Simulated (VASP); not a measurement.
An input for Quantum ESPRESSO's pw.x (written as the equivalent of a VASP run, and not itself run):

```
&CONTROL
  calculation = 'scf'
  pseudo_dir = './pseudo'
  outdir = './out'
  tprnfor = .true.
  tstress = .true.
/
&SYSTEM
  ibrav = 0
  nat = 4
  ntyp = 2
  ecutwfc = 98
  occupations = 'smearing'
  smearing = 'methfessel-paxton'
  degauss = 0.00735
  input_dft = 'revpbe'
  nspin = 2
  starting_magnetization(1) = 0.3
  starting_magnetization(2) = 0.07
/
&ELECTRONS
  conv_thr = 7.3e-09
  electron_maxstep = 100
/
ATOMIC_SPECIES
  Fe 55.845 Fe.upf
  Ni 58.693 Ni.upf
CELL_PARAMETERS angstrom
     3.6428763    0.0000000    0.0000000
     0.0000000    3.6428763    0.0000000
     0.0000000    0.0000000    3.6428763
ATOMIC_POSITIONS crystal
  Fe   0.0000000  0.0000000  0.0000000
  Ni   0.0000000  0.5000000  0.5000000
  Ni   0.5000000  0.0000000  0.5000000
  Ni   0.5000000  0.5000000  0.0000000
K_POINTS automatic
  9 9 9 0 0 0
```

Task: Translate this input to VASP (INCAR, KPOINTS, POSCAR, choice of POTCAR).

Result: One answer among several that fit: 
KPOINTS:
```
Automatic mesh
0
Gamma
9 9 9
0 0 0
```

INCAR:
```
# general
SYSTEM =Ni3Fe
PREC   =Accurate
ENCUT  =520
LREAL  =F
LASPH  =T

# electronic loop
EDIFF  =1E-7
NELM   =100
ALGO   =Normal
LMAXMIX=4

# smearing
ISMEAR =1
SIGMA  =0.1

# functional
GGA    =RE

# spin
ISPIN  =2
MAGMOM =3.0 3*0.7

# ions
ISIF   =2

# output
LWAVE  =F
LCHARG =F
LORBIT =10
```

**POSCAR**
```
Ni3Fe
7.2857530
  0.4999999784   0.0000000000   0.0000000000
  0.0000000000   0.4999999784   0.0000000000
  0.0000000000   0.0000000000   0.4999999784
Fe Ni
1 3
Direct
  0.0000000000   0.0000000000   0.0000000000
  0.0000000000   0.5000000000   0.5000000000
  0.5000000000   0.0000000000   0.5000000000
  0.5000000000   0.5000000000   0.0000000000
```

POTCAR, in this order: Fe Ni (PBE.64 set). Program: vasp_std.

Limits of the translation: the potentials are each code's own (VASP's PAW set, PseudoDojo norm-conserving files in pw.x), so ENCUT and ecutwfc are chosen apart and not converted; conv_thr bounds pw.x's estimated SCF error, while EDIFF bounds the energy change between steps; starting_magnetization is a fraction of the valence charge and MAGMOM a moment in μB, so they match only roughly.

The compound is Ni3Fe in the L1_2 structure. This cell is one point of a volume scan, at 1.06 of the reference volume.
